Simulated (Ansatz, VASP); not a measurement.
Mg2CdN2 in VASP and in Ansatz

```xyz
5
Lattice="3.7128 0.0000 0.0000 -1.8564 3.0769 0.0000 0.0000 0.0000 5.9838" Properties=species:S:1:pos:R:3 pbc="T T T"
Mg    1.8564    1.0256    0.9182
Mg    0.0000    2.0513    5.0657
Cd    0.0000    0.0000    2.9919
N     1.8564    1.0256    4.6209
N     0.0000    2.0513    1.3629
```

Change from the starting cell: strain +0.0450 x Voigt [1, 0, 0, 0, 0, 0], atoms carried along.

Alike in both runs: task single point; functional PBEsol; k mesh 12 × 12 × 6; occupations gaussian, width 0.03 eV; no spin polarisation.

```csv
,VASP,Ansatz
version,VASP 6.6.1,Ansatz 0.2.0
potentials or method,"VASP PAW PBE potentials, release 64 (Mg, Cd, N)","scalar-relativistic, plane waves, PAW"
plane-wave cutoff (eV),520,420
valence electrons in the cell,26,50
```

```tsv
	VASP	Ansatz	Ansatz less VASP
gap on the k mesh at the Fermi level (eV)	0.08	0.08	+0.003
least direct gap on the mesh (eV)	0.40	0.41	+0.005
pressure (GPa)	-8.1	-8.2	-0.08
largest component of the traceless stress (GPa)	3.77	3.72	-0.046
rms of the force components (eV/Å)	0.134	0.135	+0.0010
```

Atom by atom the forces differ by 0.015 eV/Å (rms over components). The two sets of potentials don't hold the same shells in valence.

Caveats: the PAW data sets were made with another functional, which shifts forces and pressure a little (VASP). A k mesh can miss the band edges.
